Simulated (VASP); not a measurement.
# Bulk modulus and pressure derivative of hcp Zr from stress and from energy, PBE+D3(BJ)

A zirconium foil placed beside a sample in a press can serve as a pressure marker: diffraction gives its cell volume, and an equation of state turns the volume into a pressure. The brief chosen here asks for a calibration point at which the foil has lost at least 3 % of its zero-pressure volume, so that the shift is easily read, while the pressure stays below 6 GPa. The two calculated routes to the pressure must also agree within 5 % at that compression.

One route takes the pressure directly from the stress tensor. The other takes it from the slope of the energy, through a third-order Birch-Murnaghan fit. Volumes are to be read as ratios to the zero-pressure volume of the same route, and compression counts as positive.

## Calculations

One crystal, Zr (hcp) (known phase), at PBE+D3(BJ): single-point runs on uniformly scaled copies of a cell relaxed at PBE+D3(BJ); symmetry leaves the cell shape free, held here. Program: VASP 6.6.1, plane waves and PAW (data sets made for PBE of release 64), scalar-relativistic without spin-orbit coupling, no spin polarisation. Cutoff 400 eV; on the k meshes the divisions times the cell-vector length are 19 Å or more. Occupations: first-order Methfessel-Paxton smearing of 0.2 eV. The coarsest mesh (19 Å) is coarse for metals and narrow gaps.

Notes on method and selection:

- Third-order Birch-Murnaghan: P = 3·B0·f·(1 + 2f)^(5/2)·[1 + (3/2)(B0′ − 4)·f]. The fit to the energies of these runs gives B0 = 98.3 GPa and B0′ = 3.34.
- Static lattice. The pressure from the stress tensor and the slope of the energy need not agree exactly at a finite cutoff and mesh.
- With the cell shape held the modulus is an upper bound.
- D3(BJ) is an atom-based dispersion correction added to the functional.
- A measured value is attached only where its sources agree among themselves; tables made before the last selection also left out values far from the computed one, as likely another phase or mode.
- Series whose points a third-order Birch-Murnaghan form does not fit, or whose B0′ lies outside 2 to 8, were left out.
- Crystals whose pressure at the fitted V0 departs from zero by more than 0.6 % of B0 plus 0.1 GPa, and layered compounds, were left out.
- Runs that did not converge, have known faults or may not be shown are not listed, and runs on Ansatz's PAW sets soft_1 and soft_2 are kept to separate tables.

Columns:

- Eulerian strain: Eulerian strain f = ½[(V0/V)^(2/3) − 1] with the fitted V0 = 22.4871 Å³ per atom, compression positive.
- fitted bulk modulus (GPa): bulk modulus at that volume from the third-order Birch-Murnaghan fit to the energies.
- volume (Å³): volume per atom.
- pressure (GPa): pressure from the stress tensor, compression positive.
- energy (meV/atom): energy per atom above the lowest point, extrapolated to zero smearing.

Input lines of one member:

```
PREC = Accurate
ENCUT = 400
EDIFF = 1E-06
NELM = 100
ISMEAR = 1
SIGMA = 0.2
LREAL = .FALSE.
ALGO = Normal
GGA = PE
IVDW = 12
NBANDS = 18
LORBIT = 11
ISIF = 2
```

Command (options for logging and memory left out): `vasp_std`

## Data

| member | Eulerian strain | fitted bulk modulus (GPa) | volume (Å³) | pressure (GPa) | energy (meV/atom) |
| --- | --- | --- | --- | --- | --- |
| V = 23.767 Å³ | −0.01811 | 81.2 | 23.7669 | −5.19 | 20.56 |
| V = 23.318 Å³ | −0.01196 | 86.9 | 23.3184 | −3.58 | 8.91 |
| V = 22.870 Å³ | −0.00560 | 92.9 | 22.8700 | −1.88 | 1.91 |
| V = 22.422 Å³ | 0.00097 | 99.3 | 22.4216 | 0.01 | 0.00 |
| V = 21.973 Å³ | 0.00777 | 106.1 | 21.9731 | 2.06 | 3.67 |
| V = 21.525 Å³ | 0.01479 | 113.4 | 21.5247 | 4.30 | 13.43 |
| V = 21.076 Å³ | 0.02207 | 121.2 | 21.0763 | 6.74 | 29.75 |

Least-squares fits to the whole series, with x = Eulerian strain; R² and errors in the fitted variable (y, or ln y where the fit is in ln y):

| y | members | fit | R² | rms residual | leave-one-out rms | the same for the mean of the others |
| --- | --- | --- | --- | --- | --- | --- |
| pressure (GPa) | 7 | y = −0.2743 + 292.0 x + 1166 x² | 1.00 | 0.0090 | 0.019 | 4.6 |
| energy (meV/atom) | 7 | y = −0.02534 − 12.36 x + 61860 x² | 1.00 | 0.072 | 0.20 | 12 |

## What drives the series

The energies give B0 = 98.3 GPa and B0′ = 3.34 at the fitted V0. For the stress route, B = (1 + 2f)/3 · dP/df. With the quadratic fit to the pressures this gives 292.0 / 3 = 97.3 GPa at f = 0, and B0′ = (2/3) × (1 + 1166 / 292.0) = 3.33. A change of 0.01 GPa in the outermost pressures would move this derivative by about 0.06, so the two derivatives agree.

The difference of 1.0 GPa in the modulus comes mostly from where it is evaluated. At the V0 of the energy fit the stress route still gives −0.27 GPa, and its own zero lies near f = 0.2743 / 292.0 = 0.00094, a volume about 0.3 % smaller. There the modulus is (1 + 2 × 0.00094) / 3 × (292.0 + 2 × 1166 × 0.00094) = 98.2 GPa, practically the energy result.

The sign of the offset is that of Pulay stress. The stress tensor is evaluated as if the number of plane waves stayed fixed while the cell expands. The effective cutoff then falls and the energy rises artificially, so the cell seems to resist expansion and the pressure comes out too low.

The crystal stiffens on compression because the kinetic energy of the confined electrons and the overlap with the ion cores rise faster than the attraction. Between the end rows the fitted modulus grows by (121.2 − 81.2) / (6.74 + 5.19) = 3.35 GPa per GPa. A value below 4 means that the energy rises slightly more slowly on compression than a parabola in f. Transfer of electrons from s and p states into bonding 4d states would act in this direction, but that is a conjecture, since the columns hold no occupations.

## Where the trend breaks

Largest departures from the fit to the whole series:

| member | pressure (GPa) | fit | computed − fit | in rms residuals |
| --- | --- | --- | --- | --- |
| V = 23.318 Å³ | −3.58 | −3.60 | +0.02 | 2.2 |
| V = 23.767 Å³ | −5.19 | −5.18 | −0.01 | 1.1 |
| V = 22.870 Å³ | −1.88 | −1.87 | −0.01 | 0.8 |
| V = 21.973 Å³ | 2.06 | 2.06 | 0.00 | 0.5 |

The largest departure in pressure, +0.02 GPa at 23.318 Å³, is 2.2 rms residuals but less than 1 % of the pressure there. It is of the size expected from numerical noise and needs no physical cause. All seven pressures can be used.

The quadratic fit to the energies is less complete than its R² suggests. The Birch-Murnaghan energy is (9/2)·B0·V0·f²·[1 + (B0′ − 4)·f], and the cubic term missing from the parabola amounts to 61860 × 0.66 × 0.02207³ = 0.44 meV per atom at the strongest compression, against an rms residual of 0.072 meV. The small linear coefficient of that fit largely stands in for this term and should not be read as a residual pressure.

## Selection

The row at 22.422 Å³, with a pressure of 0.01 GPa, serves as the zero-pressure volume of the stress route. Three rows are compressed relative to it, with V/V0 of 21.9731 / 22.4216 = 0.98, 21.5247 / 22.4216 = 0.96 and 21.0763 / 22.4216 = 0.94.

For the energy route the same ratios are put into f = ½[(V0/V)^(2/3) − 1] and P = 3·B0·f·(1 + 2f)^(5/2)·[1 + (3/2)(B0′ − 4)·f], with B0 = 98.3 GPa and B0′ = 3.34. At a ratio of 0.96, f = 0.5 × ((1 / 0.96)^(2/3) − 1) = 0.01379. The two factors that follow are (1 + 2 × 0.01379)^(5/2) = 1.0704 and 1 + (3/2) × (3.34 − 4) × 0.01379 = 0.9863, so that P = 3 × 98.3 × 0.01379 × 1.0704 × 0.9863 = 4.29 GPa. The stress tensor gives 4.30 GPa. At 0.98 the two routes differ by only about 0.01 GPa, and at 0.94 both give 6.74 GPa, so all three rows meet the 5 % condition.

The first row fails the brief because it has lost only 2 % of its volume, and the third because its pressure exceeds 6 GPa. The pick is therefore the row at 21.525 Å³, with a volume loss of 4 % at 4.3 GPa. Its fitted modulus of 113.4 GPa sets the sensitivity: an error of 0.1 % in the volume ratio becomes 113.4 × 0.001 = 0.11 GPa.

A modulus from this kind of functional may be wrong by roughly 10 %. Carried through, that is 0.1 × 4.3 = 0.4 GPa, about four times the reading error, and it leaves the pick below the limit. Absolute volumes must not be used with this curve. The measured cell from which the relaxation started is larger than the calculated one, by more than the 3 % volume loss that the brief asks for. An error of 3 % in V0 alone already shifts the pressure by about 0.03 × 98.3 = 2.9 GPa, two thirds of the pressure at the pick, and with a V0 that is too small the pressure reads too low. The pick therefore stands for a ratio of 0.96 to the foil's own measured zero-pressure volume, not for a foil volume of 21.525 Å³.

The runner-up is the row at 21.973 Å³, which would win if a 2 % volume loss were enough. A phase change could also overturn the pick: zirconium is known to transform under moderate pressure to the denser omega phase, for which this hcp curve is not valid. A calibration point at lower pressure would then be safer.

## Summary

Between 21.08 and 23.77 Å³ per atom, stress and energy give the same equation of state once each is referred to its own zero-pressure volume: B0 near 98 GPa and B0′ near 3.3. Part of this agreement is built in, because at this modulus a pressure offset above 0.006 × 98.3 + 0.1 = 0.69 GPa would have excluded the crystal.

Agreement between the routes tests numerical consistency, not accuracy. Both routes give a zero-pressure volume clearly below the measured one, so the curve can serve as a pressure scale only through volume ratios. Thermal motion, absent from a static lattice, typically lowers a metal's modulus at room temperature by a few per cent, more than the routes differ. Relaxing the axial ratio at each volume could also only lower the modulus, probably by little, since the stresses along c and in the basal plane differ only slightly.

[Logs are printed without paths, hosts, clocks, repeated set-up lines and the standing remarks that a program may print on its own settings, such as how far it seeks lower states.]
